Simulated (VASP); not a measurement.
The system is PtSe2.

```
Pt Se
1.0
     3.72400    0.00000    0.00000
    -1.86200    3.22508    0.00000
     0.00000    0.00000    5.06200
Pt Se
1 2
Direct
  0.00000 0.00000 0.00000
  0.33333 0.66667 0.25000
  0.66667 0.33333 0.75000
```

| Quantity | Value |
| --- | --- |
| Program | VASP 6.6.1 |
| Task | relaxation of cell and atoms |
| Functional | PBE |
| Dispersion | D3(BJ) |
| Potentials or basis | VASP PAW PBE potentials, release 64 (Pt, Se) |
| Cutoff | 350 eV |
| k mesh | 9 × 9 × 6 |
| Occupations | gaussian, width 0.02 eV |
| Spin | no spin polarisation |

At the start: pressure 3.3 GPa; volume 20.27 Å³/atom.

Question: How do energy, volume and symmetry change on relaxing?

Answer: Over 20 steps the energy falls by 16.9 meV/atom and the volume is 19.73 Å³/atom (-2.6 %); space group P-3m1 (No. 164, to 0.05 Å).

The path:
| step | energy change (eV) | largest force (eV/Å) | pressure (GPa) | volume (Å³) |
| --- | --- | --- | --- | --- |
| 1 | 0.0000 | 0.6169 | 3.27 | 60.80 |
| 2 | 0.0279 | 0.3597 | -5.71 | 64.51 |
| 3 | -0.0224 | 0.1965 | -0.66 | 62.23 |
| 4 | -0.0287 | 0.1615 | -0.57 | 61.81 |
| 5 | -0.0426 | 0.0508 | -0.21 | 60.54 |
| 6 | -0.0390 | 0.2214 | 1.07 | 58.04 |
| 7 | -0.0470 | 0.0222 | 0.23 | 59.62 |
| 8 | -0.0472 | 0.0465 | 0.33 | 59.40 |
| 9 | -0.0487 | 0.1428 | -1.08 | 59.53 |
| 10 | -0.0494 | 0.1064 | -0.57 | 59.49 |
| 11 | -0.0497 | 0.0557 | 0.61 | 58.76 |
| 12 | -0.0507 | 0.0195 | 0.05 | 59.10 |
| 13 | -0.0507 | 0.0211 | 0.03 | 59.11 |
| 14 | -0.0508 | 0.0147 | -0.02 | 59.16 |
| 15 | -0.0508 | 0.0089 | -0.07 | 59.21 |
| 16 | -0.0508 | 0.0122 | 0.09 | 59.17 |
| 17 | -0.0508 | 0.0024 | 0.01 | 59.19 |
| 18 | -0.0508 | 0.0009 | 0.00 | 59.19 |
| 19 | -0.0508 | 0.0002 | 0.01 | 59.20 |
| 20 | -0.0508 | 0.0012 | 0.01 | 59.20 |

Final structure:
```
Pt Se
1.0
     3.76740    0.00000    0.00000
    -1.88370    3.26267    0.00000
     0.00000    0.00000    4.81636
Pt Se
1 2
Direct
  0.00000 0.00000 0.00000
  0.33333 0.66667 0.26631
  0.66667 0.33333 0.73369
```

Caveat: pairwise dispersion overbinds metals, which lowers pressure and volume.
